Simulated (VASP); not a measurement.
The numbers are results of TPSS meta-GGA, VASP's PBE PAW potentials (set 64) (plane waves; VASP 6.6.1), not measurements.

The input files of a VASP run:

**POSCAR**
```
AuZn
1
    3.2095238678     0.0000000000     0.0000000000
    0.0000000000     3.2095238678     0.0000000000
    0.0000000000     0.0000000000     3.2095238678
Zn Au
1 1
Direct
  0.5000000000   0.5000000000   0.5000000000
  0.0000000000   0.0000000000   0.0000000000
```

**KPOINTS**
```
Automatic mesh
0
Gamma
12 12 12
0 0 0
```

INCAR:
```
# general
SYSTEM  = AuZn
PREC    = Accurate
ENCUT   = 520
LREAL   = .False.
LASPH   = .True.

# electronic loop
EDIFF   = 1E-7
NELM    = 100
ALGO    = Normal
LMAXMIX = 6
LMIXTAU = .True.

# smearing
ISMEAR  = 1
SIGMA   = 0.1

# functional
METAGGA = TPSS

# ions
ISIF    = 2

# output
LWAVE   = .False.
LCHARG  = .False.
```

POTCAR, in this order: Zn Au (PBE.64 set). Program: vasp_std.

What VASP printed:

OSZICAR:
```
       N       E                     dE             d eps       ncg     rms          rms(c)
DAV:   1     0.150139623420E+03    0.15014E+03   -0.13524E+04  2544   0.228E+03
DAV:   2    -0.212407809050E+01   -0.15226E+03   -0.14731E+03  2681   0.441E+02
DAV:   3    -0.104692591055E+02   -0.83452E+01   -0.82612E+01  3248   0.120E+02
DAV:   4    -0.105480715245E+02   -0.78812E-01   -0.78801E-01  3024   0.121E+01
DAV:   5    -0.105492219926E+02   -0.11505E-02   -0.11504E-02  3361   0.127E+00    0.881E+00
DAV:   6    -0.129428540866E+02   -0.23936E+01   -0.15542E+01  2520   0.603E+01    0.396E+00
DAV:   7    -0.129775553435E+02   -0.34701E-01   -0.12167E+00  3227   0.348E+01    0.281E+00
DAV:   8    -0.130838009660E+02   -0.10625E+00   -0.17556E-01  2758   0.941E+00    0.148E+00
DAV:   9    -0.130914839994E+02   -0.76830E-02   -0.45570E-02  2982   0.365E+00    0.157E-01
DAV:  10    -0.130901865514E+02    0.12974E-02   -0.89712E-03  2625   0.107E+00    0.418E-02
DAV:  11    -0.130918615412E+02   -0.16750E-02   -0.12494E-03  2604   0.535E-01    0.322E-02
DAV:  12    -0.130924017709E+02   -0.54023E-03   -0.32338E-04  2838   0.324E-01    0.208E-02
DAV:  13    -0.130924015162E+02    0.25465E-06   -0.30416E-05  3136   0.126E-01    0.487E-03
DAV:  14    -0.130924125319E+02   -0.11016E-04   -0.13118E-05  2618   0.598E-02    0.275E-03
DAV:  15    -0.130924179900E+02   -0.54581E-05   -0.25781E-06  2604   0.220E-02    0.275E-03
DAV:  16    -0.130924196528E+02   -0.16629E-05   -0.57877E-07  2660   0.116E-02    0.645E-04
DAV:  17    -0.130924197016E+02   -0.48728E-07   -0.31476E-08  1463   0.388E-03
   1 F= -.13092420E+02 E0= -.13092170E+02  d E =-.748027E-03
```

### OUTCAR
```
------------------------ aborting loop because EDIFF is reached ----------------------------------------
  FORCE on cell =-STRESS in cart. coord.  units (eV):
  Direction    XX          YY          ZZ          XY          YZ          ZX
  --------------------------------------------------------------------------------------
  Total       -1.3874539     -1.3874539     -1.3874539     -0.0000000     -0.0000000      0.0000000
  in kB      -67.2368414    -67.2368414    -67.2368414     -0.0000000     -0.0000000      0.0000000
  external PRESSURE =     -67.2368414 kB  Pullay stress =       0.0000000 kB
  volume of cell :       33.06
      direct lattice vectors                 reciprocal lattice vectors
     3.209523868  0.000000000  0.000000000     0.311572695  0.000000000  0.000000000
     0.000000000  3.209523868  0.000000000     0.000000000  0.311572695  0.000000000
     0.000000000  0.000000000  3.209523868     0.000000000  0.000000000  0.311572695
 POSITION                                       TOTAL-FORCE (eV/Angst)
 -----------------------------------------------------------------------------------
      1.60476      1.60476      1.60476         0.000000      0.000000      0.000000
      0.00000      0.00000      0.00000         0.000000      0.000000      0.000000
 -----------------------------------------------------------------------------------
    total drift:                                0.000000      0.000000     -0.000000
  FREE ENERGIE OF THE ION-ELECTRON SYSTEM (eV)
  ---------------------------------------------------
  free  energy   TOTEN  =       -13.0924197016 eV

  energy  without entropy=      -13.0916716749  energy(sigma->0) =      -13.09217036
```
(Selected blocks of OUTCAR.)

### OUTCAR
```
 val. band max:        6.3224832368   @ k =   0.4167   0.4167   0.1667

 cond. band min:       6.4031464587   @ k =   0.5000   0.4167   0.2500


 Fermi energy:         6.3920465301

 k-point     1 :       0.0000    0.0000    0.0000
  band No.  band energies     occupation
      1      -3.7493      2.00000
      2      -1.6918      2.00000
      3      -1.6918      2.00000
      4      -1.1352      2.00000
      5      -1.1352      2.00000
      6      -1.1352      2.00000
      7       1.0381      2.00000
      8       1.0381      2.00000
      9       2.6431      2.00000
     10       2.6431      2.00000
     11       2.6431      2.00000
     12      11.3136      0.00000
     13      11.3136      0.00000
     14      11.3136      0.00000
     15      14.5820      0.00000

 k-point     2 :       0.0833    0.0000    0.0000
  band No.  band energies     occupation
      1      -3.6314      2.00000
      2      -1.6710      2.00000
      3      -1.6616      2.00000
      4      -1.1371      2.00000
      5      -1.1371      2.00000
      6      -1.1273      2.00000
      7       1.0247      2.00000
      8       1.0727      2.00000
      9       2.5622      2.00000
     10       2.5622      2.00000
     11       2.6357      2.00000
     12      10.3280      0.00000
     13      11.5282      0.00000
     14      11.5282      0.00000
     15      15.1827      0.00000

 k-point     3 :       0.1667    0.0000    0.0000
  band No.  band energies     occupation
      1      -3.2846      2.00000
      2      -1.6124      2.00000
      3      -1.5796      2.00000
      4      -1.1417      2.00000
      5      -1.1417      2.00000
      6      -1.1055      2.00000
      7       0.9868      2.00000
      8       1.1669      2.00000
      9       2.3522      2.00000
     10       2.3522      2.00000
     11       2.6151      2.00000
     12       8.5789      0.00000
     13      12.1393      0.00000
     14      12.1393      0.00000
     15      15.7886      0.00000
...
```

Unless said otherwise, spin-orbit coupling is left out, though it shifts the bands of the heavy elements here.

The compound is AuZn in the CsCl type structure. This cell is one point of a volume scan, at 1.06 of the reference volume. The electron count is odd and the run is not spin-polarised, which forces a metal.
